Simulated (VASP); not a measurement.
# Be12N in VASP: further runs

Runs on Be12N. Level: PBE. Tasks: single point.

Everything below comes from runs of VASP 6.6.1. Logs are shortened: lines on timing, memory, paths and dates and some standing lists are left out, and cuts for length are marked.

## (1) The structure

The cell holds a slab with vacuum, 13 atoms: a = 4.580 Å, b = 4.580 Å, c = 15.588 Å, α = 90.00°, β = 90.00°, γ = 60.00°.

The cell was built by a generator and needn't be a form met in nature.

## (2) Single point, PBE

INCAR

```
SYSTEM = Be12N
PREC = Accurate ; ENCUT = 520
EDIFF = 1E-6 ; ISMEAR = -1
SIGMA = 0.1 ; LREAL = .False.
LASPH = .True. ; NELM = 100
ALGO = Fast ; ISIF = 2
LWAVE = .False. ; LCHARG = .False.
GGA = PE ; NBANDS = 26
```

KPOINTS

```
regular mesh
0
Gamma
  6 6 1
  0 0 0
```

POSCAR

```
Be12N
1.0
    4.5800000000      0.0000000000      0.0000000000
    2.2900000000      3.9663960000      0.0000000000
    0.0000000000      0.0000000000     15.5884300000
Be N
12 1
Direct
    0.0000000000      0.0000000000      0.0641500780
    0.5000000000      0.0000000000      0.0641500780
    0.0000000000      0.5000000000      0.0641500780
    0.5000000000      0.5000000000      0.0641500780
   -0.1736822477      0.3474592552      0.1763398238
    0.3368022783      0.3265251377      0.1879703087
   -0.1684876832      0.8480325716      0.1817860426
    0.3205234535      0.8479836607      0.1818024009
   -0.0394662537      0.0788128568      0.3026408048
    0.5312547730     -0.0625366201      0.3075310984
    0.0247598421      0.5164549884      0.3038787742
    0.4584833758      0.5164459121      0.3041725177
    0.7416653601      0.5168387120      0.3564842643
```

Potentials or basis: VASP PAW PBE potentials, release 64 (Be, N).

Started as:

```bash
> cat potpaw_PBE.64/Be/POTCAR potpaw_PBE.64/N/POTCAR > POTCAR
> mpirun -np 1 vasp_std > vasp.out
```

OUTCAR:

```text
SYSTEM = Be12N
   PREC = Accurate
   ENCUT = 520
   EDIFF = 1E-6
   ISMEAR = -1
   LREAL = .False.
   LASPH = .True.
   NELM = 100
   ISIF = 2
   GGA = PE

 ion  position               nearest neighbor table
   1  0.000  0.000  0.064-   5 2.23   7 2.23   8 2.23   3 2.29   3 2.29   4 2.29   4 2.29   2 2.29
                             2 2.29
   2  0.500  0.000  0.064-   7 2.26   8 2.26   4 2.29   3 2.29   4 2.29   3 2.29   1 2.29   1 2.29
                             6 2.32
   3  0.000  0.500  0.064-   5 2.18   1 2.29   1 2.29   2 2.29   2 2.29   4 2.29   4 2.29   7 2.30
                             6 2.35
   4  0.500  0.500  0.064-   5 2.18   2 2.29   1 2.29   2 2.29   1 2.29   3 2.29   3 2.29   8 2.30
                             6 2.35
   5  0.826  0.347  0.176-   3 2.18   4 2.18   1 2.23   9 2.24   7 2.28   8 2.28   6 2.30   6 2.30
                             8 2.31   7 2.31
   6  0.337  0.327  0.188-  11 2.20  12 2.20   7 2.23   8 2.23   5 2.30   5 2.30   2 2.32   4 2.35
                             3 2.35   8 2.35   7 2.35
   7  0.832  0.848  0.182-   1 2.23   6 2.23   8 2.24   2 2.26   5 2.28   3 2.30   5 2.31  10 2.31
                            11 2.32   8 2.34   6 2.35   9 2.37
   8  0.321  0.848  0.182-   1 2.23   6 2.23   7 2.24   2 2.26   5 2.28   4 2.30   5 2.31  10 2.31
                            12 2.32   7 2.34   6 2.35   9 2.38
   9  0.961  0.079  0.303-  13 1.93  11 2.17  12 2.17   5 2.24  10 2.36  10 2.36   7 2.37   8 2.38

  10  0.531  0.937  0.308-  13 1.83  11 2.11  12 2.12   8 2.31   7 2.31   9 2.36   9 2.36
  11  0.025  0.516  0.304-  13 1.53  12 1.99  10 2.11   9 2.17   6 2.20   7 2.32
  12  0.458  0.516  0.304-  13 1.53  11 1.99  10 2.12   9 2.17   6 2.20   8 2.32
  13  0.742  0.517  0.356-  12 1.53  11 1.53  10 1.83   9 1.93

  LATTYP: Found a hexagonal cell.
 ALAT       =     4.5799996975
 C/A-ratio  =     3.4035875611

  Lattice vectors:

 A1 = (  -2.2900000000,  -3.9663960000,   0.0000000000)
 A2 = (   4.5800000000,   0.0000000000,   0.0000000000)
 A3 = (   0.0000000000,   0.0000000000,  15.5884300000)

Analysis of symmetry for initial positions (statically):
=====================================================================
 Subroutine PRICEL returns:
 Original cell was already a primitive cell.

 Routine SETGRP: Setting up the symmetry group for a
 hexagonal supercell.

 Subroutine GETGRP returns: Found  1 space group operations
 (whereof  1 operations were pure point group operations)
 out of a pool of 24 trial point group operations.

The static configuration has the point symmetry C_1 .

[... 143 lines left out ...]
   EFERMI =   0.00;   METHOD = LEGACY
   ISMEAR =    -1;   SIGMA  =   0.10  broadening in eV -4-tet -1-fermi 0-gaus
   EFERMI_NEDOS =   21; number of points for ismear=-14 and -15
   IALGO  =     68    algorithm
   IMIX   =      4    mixing-type and parameters
     AMIX     =   0.40;   BMIX     =  1.00
     AMIX_MAG =   1.60;   BMIX_MAG =  1.00
  volume/ion in A,a.u.               =      21.78       147.00
  Fermi-wavevector in a.u.,A,eV,Ry     =   0.765925  1.447388  7.981735  0.586641
  Thomas-Fermi vector in A             =   1.866152
   LORBIT       =      0    0 simple, 1 ext, 2 COOP (PROOUT), +10 PAW based schemes
   GGA     = PE    functional components
   LHFCALC =     F    Hartree Fock is set to
   AEXX    =    0.0000 exact exchange contribution
   IVDW    =     0    specifies the selected vdW correction
   LEPSILON=     F    determine dielectric tensor
   LRPA    =     F    only Hartree local field effects (RPA)
 non-spin polarized calculation
 RMM-DIIS sequential band-by-band and
  energy-cutoff  :      520.00
  volume of cell :      283.18
 maximum number of plane-waves:      7731
 NGX is ok and might be reduce to    36
   NGX = 17   NGY = 17   NGZ = 57

 number of electron      29.0000001 magnetization

 Free energy of the ion-electron system (eV)
  ---------------------------------------------------
  ext. energy  EPLUGINS =         0.00000000
  ---------------------------------------------------
  free energy    TOTEN  =       -49.54398099 eV

  energy without entropy =      -49.41449061  energy(sigma->0) =      -49.47923580

 E-fermi :  -0.8393     XC(G=0):  -5.1064

 val. band max:       -0.8443530467   @ k =   0.0000   0.3333   0.0000
 cond. band min:      -0.7361259366   @ k =  -0.3333   0.3333   0.0000
 fundamental gap:      0.1082271101
 Fermi energy:        -0.8392920360

 k-point     1 :       0.0000    0.0000    0.0000
  band No.  band energies     occupation
      1     -15.9127      2.00000
      2     -10.4032      2.00000
      3      -8.0877      2.00000
      4      -5.9558      2.00000
      5      -5.1163      2.00000
      6      -5.1110      2.00000
[... 569 lines left out ...]
     25       5.6256      0.00000
     26       6.3963      0.00000

------------------------ aborting loop because EDIFF is reached ----------------------------------------

  FORCE on cell =-STRESS in cart. coord.  units (eV):
  Direction    XX          YY          ZZ          XY          YZ          ZX
  --------------------------------------------------------------------------------------
  -------------------------------------------------------------------------------------
  Total        1.9178200    -12.4016256     -0.4635232     -0.0031685     -1.4725449      0.0018541
  in kB       10.8506185    -70.1657663     -2.6225161     -0.0179269     -8.3313465      0.0104902
  external PRESSURE =     -20.6458879 kB  Pullay stress =       0.0000000 kB

 VOLUME and BASIS-vectors are now :
 -----------------------------------------------------------------------------
  energy-cutoff  :      520.00
  volume of cell :      283.18
      direct lattice vectors                 reciprocal lattice vectors
     4.580000000  0.000000000  0.000000000     0.218340611 -0.126059022  0.000000000
     2.290000000  3.966396000  0.000000000     0.000000000  0.252118044  0.000000000
     0.000000000  0.000000000 15.588430000     0.000000000  0.000000000  0.064150142

 POSITION                                       TOTAL-FORCE (eV/Angst)
 -----------------------------------------------------------------------------------
      0.00000      0.00000      1.00000         0.000599     -0.115103      0.030244
      2.29000      0.00000      1.00000        -0.000062      0.250223      0.138042
      1.14500      1.98320      1.00000         0.355440      0.040305     -0.047878
      3.43500      1.98320      1.00000        -0.354784      0.039968     -0.044917
      4.58022      1.37816      2.74886        -0.000028      0.060672     -0.018661
      2.29030      1.29513      2.93016         0.000207     -0.016222     -0.064676
      5.75032      3.36363      2.83376         0.010477      0.040138      0.053848
      3.40988      3.36344      2.83401        -0.012566      0.040786      0.053886
      4.57973      0.31260      4.71770        -0.000218      0.241470      0.215982
      4.57994      3.71835      4.79393        -0.000481     -0.152931     -0.024913
      1.29608      2.04847      4.73699         0.198272      0.034870     -0.078509
      3.28251      2.04843      4.74157        -0.201255      0.034680     -0.083043
      4.58039      2.04999      5.55703         0.004398     -0.498856     -0.129403
 -----------------------------------------------------------------------------------
    total drift:                               -0.000001      0.000031     -0.000003

  FREE ENERGIE OF THE ION-ELECTRON SYSTEM (eV)
  ---------------------------------------------------
  free  energy   TOTEN  =       -49.5439809918 eV

  energy  without entropy=      -49.4144906086  energy(sigma->0) =      -49.47923580
```

stdout:

```text
POSCAR found type information on POSCAR BeN
 POSCAR found :  2 types and      13 ions
 scaLAPACK will be used
 LDA part: xc-table for (Slater+PW92), standard interpolation
 POSCAR, INCAR and KPOINTS ok, starting setup
 FFT: planning ... GRIDC
 FFT: planning ... GRID_SOFT
 FFT: planning ... GRID
 WAVECAR not read
 entering main loop
```

Wall time 2 min (1 thread of Intel Xeon 6975P-C (Granite Rapids), shared host); peak memory 0.44 GiB.

Results:

- Free energy: -49.5440 eV
- Largest force: 0.515 eV/Å
- Band gap on the k mesh: none (metal or under the smearing width)

Forces on the atoms (eV/Å):
```
Be   0.001 -0.115  0.030
Be   0.000  0.250  0.138
Be   0.355  0.040 -0.048
Be  -0.355  0.040 -0.045
Be   0.000  0.061 -0.019
Be   0.000 -0.016 -0.065
Be   0.010  0.040  0.054
Be  -0.013  0.041  0.054
Be   0.000  0.241  0.216
Be   0.000 -0.153 -0.025
Be   0.198  0.035 -0.079
Be  -0.201  0.035 -0.083
N    0.004 -0.499 -0.129
```

## (3) Single point, PBE

INCAR

```
  ALGO = Fast
  EDIFF = 1E-6
  ENCUT = 520
  GGA = PE
  ISIF = 2
  ISMEAR = -1
  LASPH = True
  LCHARG = True
  LELF = True
  LREAL = False
  LVHAR = True
  LWAVE = False
  NBANDS = 26
  NELM = 100
  PREC = Accurate
  SIGMA = 0.1
```

KPOINTS

```
k-points
0
Gamma
  6 6 1
```

POSCAR

```
Be12N
1.0
    4.5800000000      0.0000000000      0.0000000000
    2.2900000000      3.9663960000      0.0000000000
    0.0000000000      0.0000000000     15.5884300000
Be N
12 1
Direct
    0.0000000000      0.0000000000      0.0641500780
    0.5000000000      0.0000000000      0.0641500780
    0.0000000000      0.5000000000      0.0641500780
    0.5000000000      0.5000000000      0.0641500780
   -0.1686053825      0.3328177519      0.1773576300
    0.3449992844      0.3045442260      0.1806055517
   -0.1624057794      0.8254019518      0.1793691218
    0.3311881426      0.8248293917      0.1792261312
   -0.0043651855     -0.0003111137      0.2990322310
    0.5391729560     -0.0878258248      0.2917406051
    0.0414494787      0.4667289902      0.2960799131
    0.4856073888      0.4652777988      0.2959833030
    0.8115642315      0.3697981745      0.3471358565
```

Potentials or basis: VASP PAW PBE potentials, release 64 (Be, N).

Started as:

```bash
> cat potpaw_PBE.64/Be/POTCAR potpaw_PBE.64/N/POTCAR > POTCAR
> mpirun -np 1 vasp_std > vasp.out
```

Run time: 2 min. Hardware: 1 thread of Intel Xeon 6975P-C (Granite Rapids), shared host; peak memory 0.45 GiB.

The run converged. Its results:

| Property | Result |
| --- | --- |
| Free energy | -49.5416 eV |
| Largest force | 0.326 eV/Å |
| Band gap on the k mesh | none (metal or under the smearing width) |

Forces in eV/Å, atoms in the order of the input:
```
Be  -0.027 -0.112 -0.069
Be  -0.025 -0.018  0.009
Be   0.189 -0.173 -0.119
Be  -0.234 -0.182 -0.136
Be   0.002  0.018 -0.003
Be   0.005  0.013  0.043
Be   0.022  0.014  0.011
Be   0.006  0.020  0.015
Be   0.020  0.077  0.028
Be   0.038  0.024  0.076
Be   0.034  0.056  0.028
Be  -0.043  0.078  0.027
N    0.014  0.186  0.089
```

Levels at points of the mesh, in eV from the Fermi level:
```csv
k point,band 11,band 12,band 13,band 14,band 15,band 16,band 17,band 18
"(0.00, 0.00, 0.00)",-2.20,-2.01,-1.86,-1.76,-0.73,-0.35,1.78,2.87
"(0.50, 0.00, 0.00)",-1.67,-1.55,-0.98,-0.29,0.74,0.78,1.71,3.12
"(0.50, 0.50, 0.00)",-1.67,-1.54,-0.98,-0.30,0.74,0.78,1.69,3.14
"(0.00, 0.50, 0.00)",-1.53,-1.53,-0.87,-0.37,0.94,0.95,1.35,3.11
```

## (4) Single point, PBE

INCAR

```
SYSTEM = Be12N
PREC = Accurate
ENCUT = 520
EDIFF = 1E-6
ISMEAR = -1
SIGMA = 0.1
LREAL = .False.
LASPH = .True.
NELM = 100
ALGO = Fast
ISIF = 2
LWAVE = .False.
LCHARG = .True.
GGA = PE
LELF = .True.
LVHAR = .True.
NBANDS = 26
```

KPOINTS

```
Automatic mesh
0
Gamma
  6 6 1
  0 0 0
```

POSCAR

```
Be12N
1.0
    4.5800000000      0.0000000000      0.0000000000
    2.2900000000      3.9663960000      0.0000000000
    0.0000000000      0.0000000000     15.5884300000
Be N
12 1
Direct
    0.0000000000      0.0000000000      0.0641500780
    0.5000000000      0.0000000000      0.0641500780
    0.0000000000      0.5000000000      0.0641500780
    0.5000000000      0.5000000000      0.0641500780
   -0.1662161137      0.3309082099      0.1776357850
    0.3255598892      0.3380933220      0.1792540365
   -0.1964465091      0.8455812279      0.1802851217
    0.3251664054      0.8308318181      0.1791140609
   -0.0351238307     -0.0159837797      0.2953922236
    0.4035922155      0.0440077088      0.2923287977
   -0.0342459332      0.5440019100      0.2955973757
    0.5016957117      0.4950216771      0.2991460333
    0.8756882106      0.3088261989      0.3461618649
```

Started as:

```bash
> cat potpaw_PBE.64/Be/POTCAR potpaw_PBE.64/N/POTCAR > POTCAR
> mpirun -np 1 vasp_std > vasp.out
```

Run time: 2 min. Hardware: 1 thread of Intel Xeon 6975P-C (Granite Rapids), shared host; peak memory 0.44 GiB.

It converged, with:

```
Free energy            : -49.5464 eV
Largest force          : 0.327 eV/Å
Band gap on the k mesh : none (metal or under the smearing width)
```

Forces in eV/Å, atoms in the order of the input:
```
Be  -0.279 -0.104 -0.137
Be  -0.029 -0.011 -0.007
Be  -0.066  0.252 -0.120
Be  -0.100  0.028 -0.056
Be   0.015 -0.004 -0.012
Be   0.032  0.011  0.010
Be   0.022 -0.005  0.049
Be   0.023 -0.009  0.017
Be   0.025 -0.060  0.045
Be   0.010  0.027  0.095
Be   0.067  0.030  0.029
Be   0.077 -0.024  0.014
N    0.202 -0.132  0.073
```

Levels at points of the mesh, in eV from the Fermi level:
| k point | band 10 | band 11 | band 12 | band 13 | band 14 | band 15 | band 16 | band 17 | band 18 | band 19 |
| --- | --- | --- | --- | --- | --- | --- | --- | --- | --- | --- |
| (0.00, 0.00, 0.00) | -2.95 | -2.26 | -2.01 | -1.87 | -1.78 | -0.68 | -0.35 | 1.74 | 2.86 | 3.02 |
| (0.50, 0.00, 0.00) | -2.99 | -1.54 | -1.53 | -0.89 | -0.36 | 0.92 | 0.93 | 1.32 | 3.07 | 3.25 |
| (0.50, 0.50, 0.00) | -2.95 | -1.69 | -1.56 | -1.00 | -0.28 | 0.70 | 0.77 | 1.73 | 3.12 | 3.16 |
| (0.00, 0.50, 0.00) | -2.95 | -1.69 | -1.56 | -0.99 | -0.27 | 0.70 | 0.78 | 1.74 | 3.11 | 3.15 |
